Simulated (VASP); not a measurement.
A convergence study with VASP on CsI (CsCl type): one setting is varied, all else stays as given below, so the limit is that of these other settings. Each run relaxes cell and ions; the cell shown is the tightest run's result.

```xyz
2
Lattice="4.6705 0.0000 0.0000 0.0000 4.6705 0.0000 0.0000 0.0000 4.6705" Properties=species:S:1:pos:R:3 pbc="T T T"
Cs     0.0000     0.0000     0.0000
I      2.3352     2.3352     2.3352
```

These are PBE GGA, VASP's PBE PAW potentials (set 64) (plane waves; VASP) values and carry that method's errors. The tightest run used: 550 eV cut-off, 10×10×10 Γ-centred mesh, Gaussian smearing of 0.050 eV, potentials Cs_sv I.

The reference is 10×10×10 mesh, which took about 2 core-minutes. Costs are core time on shared hosts, one run each; read them as rough ratios.

Problem. Of the settings 2×2×2 mesh; 3×3×3 mesh; 4×4×4 mesh; 5×5×5 mesh; 6×6×6 mesh; 7×7×7 mesh; 8×8×8 mesh; 9×9×9 mesh; 10×10×10 mesh, which is the lowest that keeps the difference from the reference in relaxed volume (Å³/atom) within 0.02 from there on, and what does it cost?

Solution. 5×5×5 mesh; its cost over the reference is about 1/5.
```json
[
 {"setting": "2×2×2 mesh", "difference in relaxed volume (Å³/atom)": "3.659", "cost over the reference": "about 1/5"},
 {"setting": "3×3×3 mesh", "difference in relaxed volume (Å³/atom)": "0.393", "cost over the reference": "about 1/4"},
 {"setting": "4×4×4 mesh", "difference in relaxed volume (Å³/atom)": "0.062", "cost over the reference": "about 1/4"},
 {"setting": "5×5×5 mesh", "difference in relaxed volume (Å³/atom)": "0.010", "cost over the reference": "about 1/5"},
 {"setting": "6×6×6 mesh", "difference in relaxed volume (Å³/atom)": "0.002", "cost over the reference": "about 1/3"},
 {"setting": "7×7×7 mesh", "difference in relaxed volume (Å³/atom)": "0.000", "cost over the reference": "about 1/2"},
 {"setting": "8×8×8 mesh", "difference in relaxed volume (Å³/atom)": "0.001", "cost over the reference": "within a factor of 2"},
 {"setting": "9×9×9 mesh", "difference in relaxed volume (Å³/atom)": "0.000", "cost over the reference": "within a factor of 2"},
 {"setting": "10×10×10 mesh", "difference in relaxed volume (Å³/atom)": "0.000", "cost over the reference": "reference"}
]
```

Left out are rungs that failed or repeat a setting and relaxations that didn't move; long series are thinned to 24 rows.

The compound is CsI in the CsCl type structure.
